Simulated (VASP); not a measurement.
Data:

```
AlPt
1.0
    0.00000     3.98500     3.98500
    3.98500     0.00000     3.98500
    1.99250     1.99250     0.00000
Pt Al
2 2
Direct
  0.00000   0.00000   0.00000
  0.00000   0.50000   0.00000
  0.50000   0.00000   0.00000
  0.50000   0.50000   0.00000
```

Calculation: PBEsol GGA, VASP's PBE PAW potentials (set 64) (plane waves; VASP). Run with 400 eV cut-off, 7×7×14 Γ-centred mesh, first-order Methfessel-Paxton smearing of 0.10 eV, potentials Pt Al.

Energy and stress use the plane-wave basis of the starting cell.

Problem. The ions, cell shape and volume are relaxed. Give the cell that the relaxation ends in.

Solution. 
```
AlPt
1.0
    0.39726     3.69724     3.69724
    4.09450     0.00000     4.09450
    2.04725     2.04725     0.00000
Pt Al
2 2
Direct
  0.00000   0.00000   0.00000
  0.00000   0.50000   0.00000
  0.50000   0.00000   0.00000
  0.50000   0.50000   0.00000
```
Space group R-3m (166), at a tolerance of 0.03 Å.

Problem. How do energy and volume change from the first to the last step?

Solution. The energy (σ→0) changes by -212.6 meV/atom and the volume by -7.3 %, in 8 ionic steps.

The structure was generated: Al2Pt2 was put into an ordered model structure (R-3m), which need not be its known phase. This run relaxes it. Symmetry was kept, so distortions that lower it aren't found.
